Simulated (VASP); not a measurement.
Method: PBEsol GGA, VASP's PBE PAW potentials (set 64) (plane waves; VASP).

Input for VASP

### POSCAR
```
CaO
1
    0.0000000000     2.4348690187     2.4348690187
    2.4348690187     0.0000000000     2.4348690187
    2.4348690187     2.4348690187     0.0000000000
Ca O
1 1
Direct
  0.0000000000   0.0000000000   0.0000000000
  0.5000000000   0.5000000000   0.5000000000
```

INCAR:
```
! general
SYSTEM = CaO
PREC   = Accurate
ENCUT  = 520   ! plane-wave cut-off (eV)
LREAL  = .False.
LASPH  = .True.   ! aspherical one-centre terms

! electronic loop
EDIFF  = 1E-7
NELM   = 100   ! most electronic steps
ALGO   = Normal

! smearing
ISMEAR = 0
SIGMA  = 0.05   ! width (eV)

! functional
GGA    = PS

! ions
ISIF   = 2   ! forces and stress, cell fixed

! output
LWAVE  = .False.
LCHARG = .False.
```

File KPOINTS:
```
Automatic
0
gamma
10 10 10
0 0 0
```

POTCAR, in this order: Ca_sv O (PBE.64 set). Program: vasp_std.

Output

File OSZICAR:
```
       N       E                     dE             d eps       ncg     rms          rms(c)
DAV:   1     0.127545612532E+03    0.12755E+03   -0.85129E+03  1128   0.135E+03
DAV:   2    -0.793743282640E+01   -0.13548E+03   -0.12772E+03  1328   0.333E+02
DAV:   3    -0.146604123557E+02   -0.67230E+01   -0.66720E+01  1456   0.765E+01
DAV:   4    -0.148932321080E+02   -0.23282E+00   -0.23269E+00  1640   0.130E+01
DAV:   5    -0.148962679945E+02   -0.30359E-02   -0.30355E-02  1440   0.154E+00    0.806E+00
DAV:   6    -0.134575831915E+02    0.14387E+01   -0.77109E+00  1296   0.258E+01    0.372E+00
DAV:   7    -0.133945465973E+02    0.63037E-01   -0.68110E-01  1560   0.801E+00    0.173E+00
DAV:   8    -0.133828583857E+02    0.11688E-01   -0.72106E-02  1192   0.307E+00    0.384E-01
DAV:   9    -0.133810165251E+02    0.18419E-02   -0.19780E-02  1428   0.109E+00    0.135E-01
DAV:  10    -0.133812713972E+02   -0.25487E-03   -0.17769E-03  1220   0.468E-01    0.238E-02
DAV:  11    -0.133812756404E+02   -0.42432E-05   -0.12678E-04  1508   0.111E-01    0.129E-02
DAV:  12    -0.133812735093E+02    0.21311E-05   -0.94732E-06  1384   0.356E-02    0.375E-03
DAV:  13    -0.133812733801E+02    0.12916E-06   -0.20527E-06  1452   0.113E-02    0.858E-04
DAV:  14    -0.133812733851E+02   -0.49363E-08   -0.11991E-07   924   0.376E-03
   1 F= -.13381273E+02 E0= -.13381273E+02  d E =-.957209E-25
```

OUTCAR:
```
------------------------ aborting loop because EDIFF is reached ----------------------------------------
  FORCE on cell =-STRESS in cart. coord.  units (eV):
  Direction    XX          YY          ZZ          XY          YZ          ZX
  --------------------------------------------------------------------------------------
  Total       -1.0687708     -1.0687708     -1.0687708      0.0000000      0.0000000     -0.0000000
  in kB      -59.3114265    -59.3114265    -59.3114265      0.0000000      0.0000000     -0.0000000
  external PRESSURE =     -59.3114265 kB  Pullay stress =       0.0000000 kB
  volume of cell :       28.87
      direct lattice vectors                 reciprocal lattice vectors
     0.000000000  2.434869019  2.434869019    -0.205349855  0.205349855  0.205349855
     2.434869019  0.000000000  2.434869019     0.205349855 -0.205349855  0.205349855
     2.434869019  2.434869019  0.000000000     0.205349855  0.205349855 -0.205349855
  FREE ENERGIE OF THE ION-ELECTRON SYSTEM (eV)
  ---------------------------------------------------
  free  energy   TOTEN  =       -13.3812733851 eV

  energy  without entropy=      -13.3812733851  energy(sigma->0) =      -13.38127339
```
(Selected blocks of OUTCAR.)

The compound is CaO in the rock salt structure. This cell is one point of a volume scan, at 1.06 of the reference volume.
